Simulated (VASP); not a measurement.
Runs of VASP 6.6.1 on F2SiClBr. The cell holds a molecule in a box, 5 atoms: a = 12.000 Å, b = 12.000 Å, c = 12.000 Å, α = 90.00°, β = 90.00°, γ = 90.00°. 

| task | level | potentials or basis | cell | cutoff (eV) | grid for exact exchange (PRECFOCK) | exchange at q = 0 | screening parameter | gap on the mesh (eV) | largest force (eV/Å) |
| --- | --- | --- | --- | --- | --- | --- | --- | --- | --- |
| single point | PBE0+TS | VASP PAW PBE potentials, release 64 (F_h, Si, Cl_h, Br) | as given | 900 | Fast | default | - | 8.49 | 0.10 |
| single point | PBE0 | VASP PAW PBE potentials, release 64 (F_s, Si, Cl, Br) | as given | 400 | Fast | default | - | 8.48 | (a) |
| single point | HSE06+TS | VASP PAW PBE potentials, release 64 (F, Si, Cl, Br) | as given | 520 | Fast | - | 0.2 1/A | (c) | 0.30 |
| relaxation of the atoms | revPBE | VASP PAW PBE potentials, release 64 (F, Si, Cl, Br) | atoms relaxed | 520 | - | - | - | (b) | - |
| relaxation of the atoms | r2SCAN+D3(BJ) | VASP PAW PBE potentials, release 64 (F, Si, Cl, Br) | atoms relaxed | 520 | - | - | - | 7.18 | 0.01 |

Alike in all rows: no spin polarisation; k mesh 1 × 1 × 1; smearing gaussian 0.01 eV.

Fill in the values left out.

(a) 0.72; (b) 6.11; (c) 7.77.

Caveats: the PAW data sets were made with another functional, which shifts forces and pressure a little.

A k mesh can miss the band edges, and the runs leave out spin-orbit coupling on Br.

Runs at the PBE level aren't shown here.
